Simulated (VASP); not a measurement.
# Sr3N (P4/mmm) in VASP: a series of runs, part 2 of 2

VASP 6.6.1. The steps go on from the part before.

## 4. Relaxation of cell and atoms, PBE (random cell by space group and Wyckoff sites (P4/mmm, No. 123))

Input file INCAR:

```
PREC = Accurate
ENCUT = 600
EDIFF = 1E-6
ISMEAR = 0
SIGMA = 0.1
LREAL = False
LASPH = True
NELM = 100
ALGO = Normal
ISIF = 3
LWAVE = False
LCHARG = False
GGA = PE
IBRION = 2
NSW = 100
EDIFFG = -0.01
```

Input file KPOINTS:

```
Automatic mesh
0
Gamma
  10 10 10
```

Input file POSCAR:

```
Sr3N
1.0
    5.3148663361      0.0000000000      0.0000000000
    0.0000000000      5.3148663361      0.0000000000
    0.0000000000      0.0000000000      5.3148663361
Sr N
3 1
Direct
    0.0000000000      0.0000000000      0.5000000000
    0.5000000000      0.0000000000      0.0000000000
    0.0000000000      0.5000000000      0.0000000000
    0.0000000000      0.0000000000      0.0000000000
```

Potentials or basis: VASP PAW PBE potentials, release 64 (Sr_sv, N).

The run is started by

```sh
> cat potpaw_PBE.64/Sr_sv/POTCAR potpaw_PBE.64/N/POTCAR > POTCAR
> mpirun -np 1 vasp_std > vasp.out
```

OUTCAR:

```text
PREC = Accurate
   ENCUT = 600
   EDIFF = 1E-6
   ISMEAR = 0
   LREAL = False
   LASPH = True
   NELM = 100
   ISIF = 3
   GGA = PE
   IBRION = 2
   NSW = 100
   EDIFFG = -0.01

 ion  position               nearest neighbor table
   1  0.000  0.000  0.500-   4 2.66   4 2.66   2 3.76   2 3.76   3 3.76   3 3.76   3 3.76   3 3.76
                             2 3.76   2 3.76
   2  0.500  0.000  0.000-   4 2.66   4 2.66   1 3.76   1 3.76   3 3.76   1 3.76   3 3.76   3 3.76
                             1 3.76   3 3.76
   3  0.000  0.500  0.000-   4 2.66   4 2.66   1 3.76   1 3.76   1 3.76   2 3.76   2 3.76   1 3.76
                             2 3.76   2 3.76
   4  0.000  0.000  0.000-   1 2.66   2 2.66   3 2.66   1 2.66   3 2.66   2 2.66

  LATTYP: Found a simple cubic cell.
 ALAT       =     5.3148663361

  Lattice vectors:

 A1 = (   5.3148663361,   0.0000000000,   0.0000000000)
 A2 = (   0.0000000000,   5.3148663361,   0.0000000000)
 A3 = (   0.0000000000,   0.0000000000,   5.3148663361)

Analysis of symmetry for initial positions (statically):
=====================================================================
 Subroutine PRICEL returns:
 Original cell was already a primitive cell.

 Routine SETGRP: Setting up the symmetry group for a
[... 227 lines left out ...]
 fundamental gap:      0.0358536907
 Fermi energy:         1.9397158300

 k-point     1 :       0.0000    0.0000    0.0000
  band No.  band energies     occupation
      1     -34.0934      2.00000
      2     -34.0175      2.00000
      3     -34.0175      2.00000
      4     -16.3462      2.00000
      5     -16.3462      2.00000
      6     -16.3462      2.00000
[... 565 lines left out ...]
     20       3.0256      0.00000
     21       3.3061      0.00000

 [... further k-points ...]

------------------------ aborting loop because EDIFF is reached ----------------------------------------

  FORCE on cell =-STRESS in cart. coord.  units (eV):
  Direction    XX          YY          ZZ          XY          YZ          ZX
  --------------------------------------------------------------------------------------
  -------------------------------------------------------------------------------------
  Total       -0.0029756     -0.0029756     -0.0029756      0.0000000      0.0000000      0.0000000
  in kB       -0.0316291     -0.0316291     -0.0316291      0.0000000      0.0000000      0.0000000
  external PRESSURE =      -0.0316291 kB  Pullay stress =       0.0000000 kB

 VOLUME and BASIS-vectors are now :
 -----------------------------------------------------------------------------
  energy-cutoff  :      600.00
  volume of cell :      150.73
      direct lattice vectors                 reciprocal lattice vectors
     5.321882895  0.000000000 -0.000000000     0.187903421 -0.000000000 -0.000000000
     0.000000000  5.321882895 -0.000000000    -0.000000000  0.187903421 -0.000000000
     0.000000000  0.000000000  5.321882895     0.000000000  0.000000000  0.187903421

 POSITION                                       TOTAL-FORCE (eV/Angst)
 -----------------------------------------------------------------------------------
      0.00000      0.00000      2.66094         0.000000      0.000000      0.000000
      2.66094      0.00000     -0.00000         0.000000     -0.000000      0.000000
      0.00000      2.66094     -0.00000        -0.000000     -0.000000      0.000000
      0.00000      0.00000      0.00000         0.000000     -0.000000      0.000000
 -----------------------------------------------------------------------------------
    total drift:                                0.000000      0.000000     -0.000000

  FREE ENERGIE OF THE ION-ELECTRON SYSTEM (eV)
  ---------------------------------------------------
  free  energy   TOTEN  =       -14.1104570624 eV

  energy  without entropy=      -14.0976631647  energy(sigma->0) =      -14.10406011

 reached required accuracy - stopping structural energy minimisation
```

CONTCAR:

```text
Sr3N
   1.00000000000000
     5.3218828946240997    0.0000000000000000   -0.0000000000000000
     0.0000000000000000    5.3218828946240997   -0.0000000000000000
     0.0000000000000000    0.0000000000000000    5.3218828946240997
  Sr              N
     3     1
Direct
     0.0000000000000000    0.0000000000000000    0.5000000000000000
     0.5000000000000000    0.0000000000000000    0.0000000000000000
     0.0000000000000000    0.5000000000000000    0.0000000000000000
     0.0000000000000000    0.0000000000000000    0.0000000000000000

  0.00000000E+00  0.00000000E+00  0.00000000E+00
  0.00000000E+00  0.00000000E+00  0.00000000E+00
  0.00000000E+00  0.00000000E+00  0.00000000E+00
  0.00000000E+00  0.00000000E+00  0.00000000E+00
```

Run time: 3.1 min. Hardware: 1 thread of Intel Xeon 6975P-C (Granite Rapids), shared host; peak memory 0.39 GiB.

What came out:

```
Free energy                            : -14.1105 eV
Relaxed volume                         : 37.68 Å³/atom
Relaxed cell                           : a = 5.322 Å, b = 5.322 Å, c = 5.322 Å, α = 90.00°, β = 90.00°, γ = 90.00°
Space group after relaxing (to 0.05 Å) : Pm-3m (No. 221)
Energy gained by relaxing              : 0.1 meV/atom
Ionic steps                            : 2
Pressure after relaxing                : 0.0 GPa
Band gap on the k mesh                 : none (metal or under the smearing width)
```

The path:
```
step  energy change (eV)  largest force (eV/Å)  pressure (GPa)  volume (Å³)
   1              0.0000                0.0000            0.12       150.13
   2             -0.0002                0.0000            0.00       150.73
```

Final structure:
```cif
data_structure
_symmetry_space_group_name_H-M 'P 1'
_symmetry_Int_Tables_number 1
_cell_length_a 5.3219
_cell_length_b 5.3219
_cell_length_c 5.3219
_cell_angle_alpha 90.000
_cell_angle_beta 90.000
_cell_angle_gamma 90.000
_cell_volume 150.73
loop_
_atom_site_label
_atom_site_type_symbol
_atom_site_fract_x
_atom_site_fract_y
_atom_site_fract_z
_atom_site_occupancy
Sr1 Sr 0.00000 0.00000 0.50000 1
Sr2 Sr 0.50000 0.00000 0.00000 1
Sr3 Sr 0.00000 0.50000 0.00000 1
N1 N 0.00000 0.00000 0.00000 1
```

## 5. Single point, PBE (random cell by space group and Wyckoff sites (P4/mmm, No. 123))

Input file INCAR:

```
PREC = Accurate
ENCUT = 520
EDIFF = 1E-7
ISMEAR = 0
SIGMA = 0.1
LREAL = False
LASPH = True
NELM = 60
ALGO = Fast
ISIF = 2
LWAVE = False
LCHARG = False
GGA = PE
NBANDS = 26
```

Input file KPOINTS:

```
regular mesh
0
Gamma
  4 4 4
```

Input file POSCAR:

```
Sr3N
1.0
    5.3173453058      0.0000000000      0.0000000000
    0.0000000000      5.3173453058      0.0000000000
    0.0000000000      0.0000000000      5.3099083967
Sr N
3 1
Direct
    0.0000000000      0.0000000000      0.0000000000
    0.5000000000      0.0000000000      0.5000000000
    0.0000000000      0.5000000000      0.5000000000
    0.0000000000      0.0000000000      0.5000000000
```

The run is started by

```sh
> cat potpaw_PBE.64/Sr_sv/POTCAR potpaw_PBE.64/N/POTCAR > POTCAR
> mpirun -np 1 vasp_std > vasp.out
```

It took 56 s on 1 thread of Intel Xeon 6975P-C (Granite Rapids), shared host; peak memory 0.26 GiB.

The run converged. Its results:

```
Free energy            : -14.1325 eV
Pressure               : 0.2 GPa
Band gap on the k mesh : none (metal or under the smearing width)
```

Levels at points of the mesh, in eV from the Fermi level:
| k point | band 13 | band 14 | band 15 | band 16 | band 17 | band 18 | band 19 | band 20 | band 21 | band 22 |
| --- | --- | --- | --- | --- | --- | --- | --- | --- | --- | --- |
| (0.00, 0.00, 0.00) | -12.49 | -2.72 | -1.07 | -1.07 | -1.06 | 0.14 | 0.14 | 1.00 | 1.01 | 1.01 |
| (0.50, 0.00, 0.00) | -12.11 | -2.59 | -1.32 | -1.32 | -1.18 | -0.94 | 1.32 | 1.35 | 1.35 | 1.40 |
| (0.50, 0.50, 0.00) | -11.77 | -2.71 | -2.71 | -1.56 | -0.26 | 0.12 | 0.12 | 1.40 | 1.93 | 2.41 |
| (0.00, 0.00, 0.50) | -12.10 | -2.59 | -1.33 | -1.33 | -1.18 | -0.94 | 1.32 | 1.35 | 1.35 | 1.40 |
| (0.50, 0.00, 0.50) | -11.77 | -2.71 | -2.71 | -1.57 | -0.26 | 0.12 | 0.12 | 1.40 | 1.93 | 2.41 |
| (0.50, 0.50, 0.50) | -11.46 | -2.89 | -2.89 | -2.89 | -0.55 | 1.34 | 1.34 | 1.34 | 1.64 | 1.65 |

## 6. The runs side by side

```tsv
task	cell	k mesh	cutoff (eV)	mesh quality	gap on the mesh (eV)	pressure (GPa)	relaxed volume (Å³/atom)
relaxation of cell and atoms	relaxed from: random cell by space group and Wyckoff sites (P4/mmm, No. 123)	4 × 4 × 4	600	coarse	none	0.0	37.30
single point	random cell by space group and Wyckoff sites (P4/mmm, No. 123)	10 × 10 × 10	520	not flagged	none	0.1	-
relaxation of cell and atoms	relaxed from: random cell by space group and Wyckoff sites (P4/mmm, No. 123)	10 × 10 × 10	600	not flagged	none	0.0	37.68
single point	random cell by space group and Wyckoff sites (P4/mmm, No. 123)	4 × 4 × 4	520	not flagged	none	0.2	-
```

Alike in all rows: level PBE; potentials or basis VASP PAW PBE potentials, release 64 (Sr_sv, N); no spin polarisation; smearing gaussian 0.1 eV.

Caveats: some runs use coarse meshes; the volume moved by over 15 % at a fixed basis, so the end points are rough (some runs).

Absolute energies hang on the potentials; compare differences alone.
